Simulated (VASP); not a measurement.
Method: LDA (Ceperley-Alder, Perdew-Zunger), VASP's LDA PAW potentials (set 64) (plane waves; VASP).

Input for VASP

INCAR:
```
SYSTEM = Na
PREC = Accurate
ENCUT = 520
EDIFF = 1E-6
NELM = 100
ALGO = Normal
LREAL = .FALSE.
LASPH = .TRUE.
ISMEAR = 1
SIGMA = 0.1
LWAVE = .FALSE.
LCHARG = .FALSE.
IBRION = 2
ISIF = 3
NSW = 60
EDIFFG = -0.01
```

### POSCAR
```
Na
1.0
 -2.1300000000   2.1300000000   2.1300000000
  2.1300000000  -2.1300000000   2.1300000000
  2.1300000000   2.1300000000  -2.1300000000
Na
1
Cartesian
  0.0000000000   0.0000000000   0.0000000000
```

**KPOINTS**
```
Automatic
0
gamma
 11 11 11
```

POTCAR, in this order: Na_pv (LDA.64 set). Program: vasp_std.

Energy and stress use the plane-wave basis of the starting cell.

Question: Estimate the energy per atom (σ→0), volume per atom, band gap (on the k-mesh).

Answer: 
```json
{
  "energy per atom (σ→0)": "-1.457 eV/atom",
  "band gap (on the k-mesh)": "none (metal, semimetal or under 0.01 eV)",
  "volume_per_atom": "33.22 Å^3/atom"
}
```

**OSZICAR**
```
...
DAV:   1    -0.196906235949E+01   -0.52329E+00   -0.14478E+01   784   0.778E+01    0.468E+00
DAV:   2    -0.159361185340E+01    0.37545E+00   -0.48624E-01   784   0.148E+01    0.237E+00
DAV:   3    -0.146654231323E+01    0.12707E+00   -0.17775E-01   798   0.853E+00    0.283E-01
DAV:   4    -0.145780655686E+01    0.87358E-02   -0.48239E-03   791   0.164E+00    0.247E-02
DAV:   5    -0.145747176292E+01    0.33479E-03   -0.72260E-04   819   0.624E-01    0.103E-02
DAV:   6    -0.145746470480E+01    0.70581E-05   -0.12087E-05   973   0.595E-02    0.394E-04
DAV:   7    -0.145746446382E+01    0.24098E-06   -0.49256E-07   406   0.143E-02
   3 F= -.14574645E+01 E0= -.14573299E+01  d E =-.201468E-01
```

The compound is Na in the bcc structure. This run relaxes it. Symmetry was kept, so distortions that lower it aren't found.
